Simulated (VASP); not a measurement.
Here is the system:

```xyz
4
Lattice="3.7526 0.0000 0.0000 0.0000 3.7526 0.0000 0.0000 0.0000 3.7526" Properties=species:S:1:pos:R:3 pbc="T T T"
Cu     0.0000     1.8763     1.8763
Cu     1.8763     0.0000     1.8763
Cu     1.8763     1.8763     0.0000
Au     0.0000     0.0000     0.0000
```

Calculation: rev-vdW-DF2, VASP's PBE PAW potentials (set 64) (plane waves; VASP 6.6.1). Run with 520 eV cut-off, 9×9×9 Γ-centred mesh, tetrahedra with Blöchl corrections, potentials Cu Au.

Unless said otherwise, spin-orbit coupling is left out, though it shifts the bands of the heavy elements here.

Question: What does the run give for the energy per atom (σ→0), band gap (on the k-mesh) with the smallest direct gap where there is one?

Answer: 
The band gap (on the k-mesh) comes out as none (metal, semimetal or under 0.01 eV) and the energy per atom (σ→0) comes out as -1.213 eV/atom.

The absolute energy has meaning only against runs of the same code, potentials and settings.

The compound is Cu3Au in the L1_2 structure. It was relaxed first.
